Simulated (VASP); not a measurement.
A cell of PdIn (CsCl type) near equilibrium:

```xyz
2
Lattice="3.2715 0.0000 0.0000 0.0000 3.2715 0.0000 0.0000 0.0000 3.2715" Properties=species:S:1:pos:R:3 pbc="T T T"
In     1.6358     1.6358     1.6358
Pd     0.0000     0.0000     0.0000
```

Method: r2SCAN meta-GGA, VASP's PBE PAW potentials (set 64) (plane waves; VASP).

```json
[
 {"run": "as it is", "ΔE (meV/atom)": "0.0", "σxx": "0.26", "σyy": "0.26", "σzz": "0.26", "largest shear component, with its sign (GPa)": "0.00", "largest force (eV/Å)": "0.000"},
 {"run": "after one change", "ΔE (meV/atom)": "22.6", "σxx": "0.76", "σyy": "1.76", "σzz": "1.76", "largest shear component, with its sign (GPa)": "0.00", "largest force (eV/Å)": "0.603"}
]
```
Stress is in GPa, positive when the cell is compressed.

Name the change that produced these shifts.
A. atom 2 (Pd) moved by -0.150 Å along x
B. atom 2 (Pd) moved by -0.075 Å along z
C. uniaxial strain of -1.0 % along y
D. uniaxial strain of -0.5 % along z

A, atom 2 (Pd) moved by -0.150 Å along x

The compound is PdIn in the CsCl type structure. The electron count is odd and the run is not spin-polarised, which forces a metal.
